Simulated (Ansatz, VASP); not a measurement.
## AsN (honeycomb AsN monolayer): VASP beside Ansatz

Aim: how closely do two programs agree when they are given the same cell, functional and k mesh? The structure shown is the start of the Ansatz relaxation below; VASP solves that cell, so the two are compared at the walk's first step.

Main program and level: Ansatz 0.2.0; plane waves, with VASP 6.6.1 beside it; single point at r2SCAN with D4.

### Step 1. Starting point

The cell holds 2 atoms: 1 N and 1 As. Its edges and angles: a = 2.980 Å, b = 2.980 Å, c = 25.740 Å, α = 90.0°, β = 90.0°, γ = 120.0°. Vacuum lies along c. The height across the vacuum is the one that the program set for its solve, not the one typed.

### Step 2. Ansatz: relaxation, r2SCAN with D4

Ansatz runs on its default PAW (the set named soft_2) files.

The two programs are compared at the cell with which this relaxation starts, whose forces are those of its first step.

File input.yaml:

```yaml
crystal:
  lattice:
    - [2.98, 0.0, 0.0]
    - [-1.49, 2.5807557033, 0.0]
    - [0.0, 0.0, 18.97]
  atoms:
    - { symbol: "N", position: [0.6666666667, 0.3333333333, 0.4744333158] }
    - { symbol: As, position: [0.3333333333, 0.6666666667, 0.5255666842] }
  periodic: [true, true, false]
kpoints:
  mp_grid: { grid: [12, 12, 1] }
hamiltonian:
  xc: r2scan
  dispersion: d4
scf:
  occupations: { method: fermi_dirac, width: 0.05 }
  convergence: { dr2_threshold: 1.0e-09 }
relax:
  f_tol: 0.004
  max_steps: 90
  cell: {}
output:
  write_potential: true
  write_density: true
  volumetric_format: npy
```

The run is started by

```bash
> ansatz run input.yaml --threads 2 --pin off --max-ram 3072MiB --backend cpu --events-out ev --progress --plain --runs-dir out
```

Numbers of over 12 decimals in the logs are rounded to 6 here.

Log:

```text
Warning: crystal.periodic: the lattice vector that does not repeat stood 0.000° off the slab's normal, 18.970 Å along it as the deck builds it. The run solves the slab on a vector along the normal, 25.740 Å long, with every atom where it was (on the deck's vector they left 18.00 Å outside them, and the widest stretch free of ions among them is 0.97 Å). A fractional position that the run reports is one of the run's ce [...]
Warning: relax.cell: scf.convergence.dr2_threshold = 1e-9 eV is looser than the 1.66194535735e-10 eV advised for a relaxation that steers and ends on the stress (1e-10 eV for each atom of the cell: 2, times the square of relax.cell.stress_2d_tol = 0.05 N/m over 11.0 Å (the atoms' height at the walk's start and 5 Å past either face), 4.558e-2 GPa, over a crystal's default 0.05). What an SCF threshold leaves in a stress goes as its square root, and in the free energy as the threshold itself, and one threshold admits the most on a small cell: [figures from the program's tests cut] Set scf.convergence.dr2_threshold to 1.66194535735e-10 eV or tighter. [rest of the remark cut]
crystal.periodic: the lattice vector that does not repeat stood 0.000° off the slab's normal, 18.970 Å along it as the deck builds it. The run solves the slab on a vector along the normal, 25.740 Å long, with every atom where it was (on the deck's vector they left 18.00 Å outside them, and the widest stretch free of ions among them is 0.97 Å). A fractional position that the run reports is one of the run's cell, which [...]
Engine: ansatz 0.2.0, aarch64-unknown-linux-gnu
Pseudopotentials: kind: paw
Pseudopotential: N, paw, valence charge 5, recommended cutoff 500 eV (meta_gga), N.paw.azcp
Pseudopotential: As, paw, valence charge 15, recommended cutoff 500 eV (meta_gga), As.paw.azcp
Functional definition: r2SCAN
  parameter k0 = 0.174
  parameter k1 = 0.065
  parameter a1 = 4.9479
  exchange = r2scan_x(k0 = k0, k1 = k1, a1 = a1)
  correlation = r2scan_c
Crystal: 2 atoms, lattice volume = 197.957 Å³
Basis set: ecut = 500 eV, 5109 PW (Γ), exchange–correlation on 96×96×768 points (64 copies of the dense FFT grid, shifted against one another)
Bands: 14, of which v1, the nominal top of the filled ones, is band 10 counted from 1 (9 counted from 0)
Symmetry: 6 space group operations
Space group: P3m1 (ITA 156), of the structure as read, at distance tolerance 5.8e-5 Å
k-points: 19 of 144 (time reversal used)
Non-local potential: N, projectors of the file, l = 0: 2, l = 1: 2, l = 2: 1
[...]
SCF iter   2: F=—  HF=-5248.240537 eV  |F-HF|=—  |Δ(HF+E_count)|=   2.31e-4  Δρ=2.73e-4  dr2=4.00e-4  dr2_τ=2.55e-5  ethr=9.60e-7  ⟨swp⟩=2.7  Hψ=434  notcnv=0
SCF iter   3: F=—  HF=-5248.240477 eV  |F-HF|=—  |Δ(HF+E_count)|=   6.02e-5  Δρ=8.60e-5  dr2=1.78e-5  dr2_τ=4.22e-7  ethr=9.60e-7  ⟨swp⟩=2.7  Hψ=368  notcnv=0
SCF iter   4: F=—  HF=-5248.240477 eV  |F-HF|=—  |Δ(HF+E_count)|=   5.17e-7  Δρ=2.66e-5  dr2=7.90e-7  dr2_τ=3.12e-8  ethr=8.92e-8  ⟨swp⟩=2.9  Hψ=409  notcnv=0
SCF iter   5: F=—  HF=-5248.240481 eV  |F-HF|=—  |Δ(HF+E_count)|=   4.07e-6  Δρ=7.25e-6  dr2=6.27e-8  dr2_τ=2.93e-9  ethr=3.95e-9  ⟨swp⟩=2.9  Hψ=451  notcnv=0
SCF iter   6: F=—  HF=-5248.240481 eV  |F-HF|=—  |Δ(HF+E_count)|=   3.62e-8  Δρ=1.45e-6  dr2=3.27e-9  dr2_τ=3.87e-10  ethr=3.14e-10  ⟨swp⟩=3.1  Hψ=541  notcnv=0
SCF iter   7: F=-5248.240481 eV  HF=-5248.240481 eV  |F-HF|=1.91e-11  |Δ(HF+E_count)|=   2.33e-9  Δρ=4.60e-7  dr2=2.04e-10  dr2_τ=9.83e-12  ethr=5.00e-12  ⟨swp⟩=12.1  Hψ=1856  notcnv=0
SCF 4 converged in 7 iterations: F = -5248.240481 eV  dr2 = 2.04e-10
relax step   4: F+E_penalty+E_count = -5248.24048119 eV  Δ(F+E_penalty+E_count) = -3.055e-4 eV  max|allowed force component| = 1.971e-3 eV/Å  Δτ_max = 0.0004 Å  P = -0.022 N/m  Ω = 191.642 Å³  energy of the carried Pulay correction = +2.557e-4 eV  fix = [c, alpha, beta]  reactions: c -0.000 N/m  (7 SCF iters, accepted)
Initial wavefunctions: pseudopotential atomic-orbital guess (no wavefunctions were taken with the density)
iter 1 solved again at ethr=4.60e-7 eV; its pass at ethr=3.10e-3 eV (dr2=9.20e-5 eV) is discarded
SCF iter   1: F=—  HF=-5248.240212 eV  |F-HF|=—  |Δ(HF+E_count)|=         —  Δρ=2.12e-5  dr2=8.14e-8  dr2_τ=2.76e-7  ethr=4.60e-7  ⟨swp⟩=5.2  Hψ=3255  notcnv=0
eigensolver tolerance schedule: the retry pair's looser diagonalisation over-reported the residual by 1128.93 of it (diagonalisation noise at 0.20 of the residual, at the tolerance the schedule requests for it); recorded, not acted on — ethr = c·dr2/N_el stays at c = 1.0e-1
preconditioner: auto → none  [insulator: Δε(μ)=2.346 eV  Ē_g=13.572 eV  σ=0.050 eV  W_gap=1.00  n_scr=14 (ndim 8)  ℏωp=8.5 eV  f_vac=0.812  D(μ)=0.00/eV (n_scr^D=0)  ε∞_Penn≈1.4]
SCF iter   2: F=—  HF=-5248.240216 eV  |F-HF|=—  |Δ(HF+E_count)|=   4.31e-6  Δρ=1.04e-5  dr2=1.86e-8  dr2_τ=2.06e-8  ethr=4.07e-10  ⟨swp⟩=4.7  Hψ=770  notcnv=0
SCF iter   3: F=—  HF=-5248.240216 eV  |F-HF|=—  |Δ(HF+E_count)|=   9.67e-8  Δρ=1.27e-6  dr2=2.38e-9  dr2_τ=4.21e-10  ethr=9.30e-11  ⟨swp⟩=3.6  Hψ=533  notcnv=0
iter 4 met the thresholds in force, and the SCF goes on: an eigenvalue changes by 1.65 meV, over its tolerance of 1.09 meV (output.eigenvalues, Limitations)
SCF iter   4: F=-5248.240216 eV  HF=-5248.240216 eV  |F-HF|=1.42e-10  |Δ(HF+E_count)|=  1.95e-10  Δρ=6.55e-7  dr2=4.30e-10  dr2_τ=9.73e-11  ethr=5.00e-12  ⟨swp⟩=16.6  Hψ=2275  notcnv=0
SCF iter   5: F=-5248.240216 eV  HF=-5248.240216 eV  |F-HF|=1.70e-9  |Δ(HF+E_count)|=  7.03e-10  Δρ=5.47e-7  dr2=1.89e-9  dr2_τ=6.93e-11  ethr=2.15e-12  ⟨swp⟩=2.5  Hψ=445  notcnv=0  recentre
SCF iter   6: F=-5248.240216 eV  HF=-5248.240216 eV  |F-HF|=3.64e-12  |Δ(HF+E_count)|=  2.88e-10  Δρ=1.81e-7  dr2=3.19e-11  dr2_τ=5.33e-12  ethr=2.15e-12  ⟨swp⟩=8.5  Hψ=1738  notcnv=0
SCF 5 converged in 6 iterations: F = -5248.240216 eV  dr2 = 3.19e-11
relax step   5: F+E_penalty+E_count = -5248.24021641 eV  Δ(F+E_penalty+E_count) = +2.648e-4 eV  max|allowed force component| = 2.213e-3 eV/Å  Δτ_max = 0.0000 Å  P = -0.021 N/m  Ω = 191.642 Å³  fix = [c, alpha, beta]  reactions: c -0.000 N/m  stress off target by 2.06e-2 N/m on what of the cell is left free  SCF on the basis re-selected at this cell (its energy is not comparable with the rows above)  (6 SCF iters)
basis re-selected at this cell: Δ(F+E_penalty+E_count) = +2.648e-4 eV, ΔP = +0.001 N/m vs the last step (what re-selecting the basis moved, of the pressure what is left beyond the Pulay correction that the steps carried, after the strain that the cell walked since its last selection, with what the two solves' SCF thresholds leave and, on support functions, any second-order correction that the steps lacked; it is no m [...]
WARN: The output density's exchange-correlation potential varies sharply where the density is thin. Do not read a vacuum level from v_tot or v_xc, or from such a field of the output density. On a cell that repeats whose density bears no net charge and no dipole along the vacuum's axis use v_es (v_loc + v_h of the components); under efield.dipole_correction with no amplitude use v_es + v_field, which holds any externa [...]
SCF converged after 6 iterations
an eigenvalue changed by more than its tolerance at an iteration that met the thresholds in force, so the SCF went on 1 time: the last check found none over its tolerance
Free energy (F): -5248.240216 eV
Harris-Foulkes:  -5248.240216 eV  (|F-HF|=3.64e-12)
Internal energy: -5248.240216 eV  (E = F + TS)
E sigma→0 (E₀):  -5248.240216 eV
Fermi energy:    -5.722431 eV
--- Per-component energies (eV) ---
  E_band       = -572.675762
  E_kinetic    = 231.442543
  E_local      = -29495.219241  (includes V_loc(G=0)·N_el)
  E_nonlocal   = -622.877295
  E_hartree    = 14636.503642
  E_xc         = -132.873522
  E_vxc        = -168.345390  (∫ρ·V_xc dr)
  E_paw        = -1977.002029  (= ΣΔE_a)
  E_vpaw       = 199.541943  (= ΣTr[D̂ρ^β])
  E_aug_tail   = 0.000007  (compensation charges beyond the density's cutoff)
  E_vtau       = 9.774242  (kinetic-family band-sum trace: ∫τ·v_τ [+ j·A + Jᵃ·Aᵃ] dr)
  E_ewald      = 12113.391578
  E_disp       = -0.118927  (pairwise vdW)
  E_core_change = -1.486972  (= ΣΔE_core)
  E_smearing   = -0.000000  (= −TS)
  E_closure    = -0.000000  (closes the sum)
  Σ components = -5248.240216   (vs F -5248.240216, Δ=0.00e0)
--- Forces (eV/Å), atoms counted from 1 ---
  atom   1  N     -0.00000000    -0.00000000    -0.00221447
  atom   2  As     0.00000000    -0.00000000     0.00221231
  max |Σ_I F_I| component: 2.16e-6 eV/Å
--- 2D stress c σ (N/m, compression-positive) ---
       -0.020562      -0.000000       0.000000
       -0.000000      -0.020562      -0.000000
        0.000000      -0.000000      -0.000000
  P = ½ c Tr σ = -0.0206 N/m
--- Band table (eV; the first three rows and the last of 19) ---
  k-point 0: bands = [... 6 lower, -14.9671, -8.6415, -8.6415, -7.3501, -3.6461, -0.8708 (-0.9184°), -0.0252, 0.1332]
  k-point 1: bands = [... 6 lower, -14.8946, -9.4144, -8.8156, -7.2303, -3.1169, -0.7110 (-0.7564°), -0.3710, 0.1493]
  k-point 2: bands = [... 6 lower, -14.7671, -10.8668, -9.2498, -7.0558, -2.5501, -1.1320 (-1.1321°), -0.1140, 0.6320]
  k-point 18: bands = [... 6 lower, -17.6311, -13.9470, -9.5047, -8.2267, -3.7775, -0.9834, 1.7760, 5.5685]
  ° read free of the cell's end (the report's vacuum.weakly_bound_levels)
--- Relaxed structure (4 steps of the walk, 4 accepted, 1 SCFs on fresh bases) ---
  F+E_penalty+E_count = -5248.24021641 eV   max|allowed force component| = 2.213e-3 eV/Å   (the final SCF, on the basis selected at the relaxed cell)
  cell:  # Å, volume = 191.6423 Å³
    - [2.932082, -3.5466334849937685e-18, 0]
    - [-1.466041, 2.539258, 0]
    - [0, 0, 25.739999997096]
  atoms:
    - { symbol: N, position: [0.666667, 0.333333, 0.350468] }
    - { symbol: As, position: [0.333333, 0.666667, 0.386517] }
```

In the SCF lines HF is the Harris–Foulkes energy and dr2 the Hartree energy of the density residual, in eV; the loop may stop once dr2 is under the threshold and the program's other checks hold. Hψ counts applications of the Hamiltonian.

### Step 3. VASP: single point, r2SCAN with D4, start cell

The same cell, functional, mesh and smearing now go to VASP, with its own data sets.

Lines of VASP's logs that name or quote its potential files are left out, and so is its time.

File INCAR:

```
SYSTEM = AsN
PREC = Accurate
ENCUT = 580
EDIFF = 1E-06
NELM = 120
ISMEAR = -1
SIGMA = 0.05
LREAL = .FALSE.
ALGO = Normal
METAGGA = R2SCAN
IVDW = 13
VDW_S6 = 1
VDW_S8 = 0.6018749
VDW_A1 = 0.51559235
VDW_A2 = 5.77342911
LASPH = .TRUE.
NBANDS = 11
LORBIT = 11
LWAVE = .FALSE.
LCHARG = .FALSE.
ISIF = 2
LDIPOL = .TRUE.
IDIPOL = 3
DIPOL = 0.5 0.5 0.368
LVHAR = .TRUE.
GGA_COMPAT = .FALSE.
EFERMI = MIDGAP
NELMDL = -8
LMIXTAU = .TRUE.
```

File POSCAR:

```
AsN
1.0
    2.9800000000      0.0000000000      0.0000000000
   -1.4900000000      2.5807560000      0.0000000000
    0.0000000000      0.0000000000     25.7400000000
N As
1 1
Direct
    0.6666666667      0.3333333333      0.3496503497
    0.3333333334      0.6666666666      0.3873348873
```

File KPOINTS:

```
Automatic mesh
0
Gamma
12 12 1
0 0 0
```

Potentials, in the order of the species: N and As (PBE family, release 64).

The run is started by

```bash
> mpirun -np 1 vasp_std
```

Log:

```text
[banner, memory and clock lines left out]
running    1 mpi-ranks, on    1 nodes
 distrk:  each k-point on    1 cores,    1 groups
 distr:  one band on    1 cores,    1 groups

 POSCAR found type information on POSCAR N As
 POSCAR found :  2 types and       2 ions
|                                                                             |
|               ----> ADVICE to this user running VASP <----                  |
|                                                                             |
|     You enforced a specific xc type in the INCAR file but a different       |
|     [... a line on the potential file left out ...]
|     I HOPE YOU KNOW WHAT YOU ARE DOING!                                     |
|                                                                             |

 LDA part: xc-table for (None), standard interpolation
 POSCAR, INCAR and KPOINTS ok, starting setup
 FFT: planning ... GRIDC
 FFT: planning ... GRID_SOFT
 FFT: planning ... GRID
 WAVECAR not read
 entering main loop
       N       E                     dE             d eps       ncg     rms          rms(c)
DAV:   1     0.718137056985E+02    0.71814E+02   -0.34442E+03   418   0.668E+02
DAV:   2    -0.168559790840E+02   -0.88670E+02   -0.76483E+02   690   0.119E+02
DAV:   3    -0.265851614475E+02   -0.97292E+01   -0.96983E+01   571   0.608E+01
DAV:   4    -0.267823857304E+02   -0.19722E+00   -0.19687E+00   670   0.972E+00
DAV:   5    -0.267830289160E+02   -0.64319E-03   -0.64289E-03   566   0.414E-01
DAV:   6    -0.267830352921E+02   -0.63760E-05   -0.63753E-05   681   0.294E-02
DAV:   7    -0.267830352937E+02   -0.16457E-08   -0.17056E-08   570   0.698E-04
DAV:   8    -0.267830352938E+02   -0.50932E-10   -0.13626E-11   646   0.468E-05    0.783E+00
DAV:   9    -0.243961495655E+02    0.23869E+01   -0.16802E+01   596   0.201E+01    0.395E+00
DAV:  10    -0.236101890677E+02    0.78596E+00   -0.16110E+00   555   0.808E+00    0.226E+00
DAV:  11    -0.238060200282E+02   -0.19583E+00   -0.35048E-01   610   0.440E+00    0.692E-01
DAV:  12    -0.229628596951E+02    0.84316E+00   -0.23940E-01   520   0.382E+00    0.292E-01
DAV:  13    -0.231223122786E+02   -0.15945E+00   -0.35917E-02   487   0.177E+00    0.168E-01
DAV:  14    -0.229115757839E+02    0.21074E+00   -0.21522E-02   505   0.135E+00    0.116E-01
[...]
DAV:  46    -0.225959194548E+02    0.59081E-04   -0.21494E-05   604   0.493E-02    0.611E-02
DAV:  47    -0.225958811115E+02    0.38343E-04   -0.23257E-05   418   0.646E-02    0.596E-02
DAV:  48    -0.225959717691E+02   -0.90658E-04   -0.62278E-05   418   0.104E-01    0.550E-02
DAV:  49    -0.225960166143E+02   -0.44845E-04   -0.72082E-05   418   0.118E-01    0.507E-02
DAV:  50    -0.225956852095E+02    0.33140E-03   -0.56238E-04   418   0.298E-01    0.476E-02
DAV:  51    -0.225959017994E+02   -0.21659E-03   -0.52141E-04   418   0.197E-01    0.460E-02
DAV:  52    -0.225958719689E+02    0.29830E-04   -0.98380E-06   592   0.253E-02    0.459E-02
DAV:  53    -0.225958721939E+02   -0.22502E-06   -0.37446E-08   591   0.168E-03
   1 F= -.22710973E+02 E0= -.22710973E+02  d E =-.430038E-10
```

(Continued in part 2 of 2.)

[Lines on the potential files, build, host, timing and source positions are cut from VASP's logs without a mark.]

[Logs are printed without paths, hosts, clocks, repeated set-up lines and the standing remarks that a program may print on its own settings, such as how far it seeks lower states.]

[Hosts, paths, dates, database ids (printed as entryN), source tags and the programs' standing remarks are cut or masked in the printed files.]
